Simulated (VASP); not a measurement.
**InAs (relaxed from the rock salt structure, space group Fm-3m): computed properties**

Calculation: PBEsol GGA, VASP's PBE PAW potentials (set 64) (plane waves; VASP 6.6.1).

```
Property                                                               Value
----------------------------------  ----------------------------------------
space group                                                      Fm-3m (225)
cell                                 a = b = c = 5.652 Å, α = β = γ = 90.00°
volume per atom                                                22.57 Å³/atom
band gap (over mesh and band path)  none (metal, semimetal or under 0.01 eV)
density                                                           6.98 g/cm³
```

InAs has the cubic space group Fm-3m (No. 225), the rock salt structure, Pearson symbol cF8. Conventional cell: a = 5.6524 Å, b = 5.6524 Å, c = 5.6524 Å, α = 90.00°, β = 90.00°, γ = 90.00°. In on 4a is coordinated by 6 As at 2.826 Å (octahedral). As on 4b is coordinated by 6 In at 2.826 Å (octahedral). (Neighbours: up to the widest gap in distance over summed covalent radii, below 1.35, at either atom; cation-cation and far metal-metal contacts left out.)
(The calculation used a cell of 2 atoms; values per cell refer to that cell.)

Unless said otherwise, spin-orbit coupling is left out, though it shifts the bands of the heavy elements here.

The structure was generated: InAs was put into the rock salt type (Fm-3m), which need not be its known phase. It was relaxed first. Symmetry was kept, so distortions that lower it aren't found.
